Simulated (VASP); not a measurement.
Here is the system:

```xyz
2
Lattice="0.0000 2.8193 2.8193 2.8193 0.0000 2.8193 2.8193 2.8193 0.0000" Properties=species:S:1:pos:R:3 pbc="T T T"
Ca     0.0000     0.0000     0.0000
S      2.8193     2.8193     2.8193
```

All values below come from PBEsol GGA, VASP's PBE PAW potentials (set 64) (plane waves; VASP). Settings: 500 eV cut-off, 8×8×8 Γ-centred mesh, Gaussian smearing of 0.050 eV, potentials Ca_sv S.

Q: Estimate the energy per atom (σ→0), band gap (on the k-mesh) with the smallest direct gap where there is one.

A: 
```
Item                                          Value
-----------------------------------  --------------
band gap (on the k-mesh)                    2.16 eV
smallest direct gap (on the k-mesh)         3.00 eV
energy per atom (σ→0)                -5.458 eV/atom
```

Total energies compare only between runs with the same potentials, cut-off and functional.

The structure was generated: CaS was put into the rock salt type (Fm-3m), which need not be its known phase. It was relaxed first, which changed the volume by -20 %.
